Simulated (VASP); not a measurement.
All values below come from revTPSS meta-GGA, VASP's PBE PAW potentials (set 64) (plane waves; VASP).

VASP ran on this input.

**KPOINTS**
```
Automatic
0
G
16 16 16
```

INCAR:
```
SYSTEM = Al
PREC = Accurate; ENCUT = 520; LREAL = .FALSE.
LASPH = .TRUE.
EDIFF = 1E-7; NELM = 100; ALGO = Normal
LMIXTAU = .TRUE.
ISMEAR = 1; SIGMA = 0.1
METAGGA = RTPSS
ISIF = 2
LWAVE = .FALSE.; LCHARG = .FALSE.
```

File POSCAR:
```
Al
1
    0.0000000000     2.0011478890     2.0011478890
    2.0011478890     0.0000000000     2.0011478890
    2.0011478890     2.0011478890     0.0000000000
Al
1
Direct
  0.0000000000   0.0000000000   0.0000000000
```

POTCAR, in this order: Al (PBE.64 set). Program: vasp_std.

Problem. What will the output report for the number of irreducible k-points (NKPTS), largest plane-wave count, number of space-group operations, FFT grid (NGX, NGY, NGZ)?

Solution. 
```yaml
number of irreducible k-points (NKPTS): 145
largest_plane_wave_count: 445
number_of_space_group_operations: 48
FFT grid (NGX, NGY, NGZ): 24 × 24 × 24
```

The compound is Al in the fcc structure. It was relaxed first.
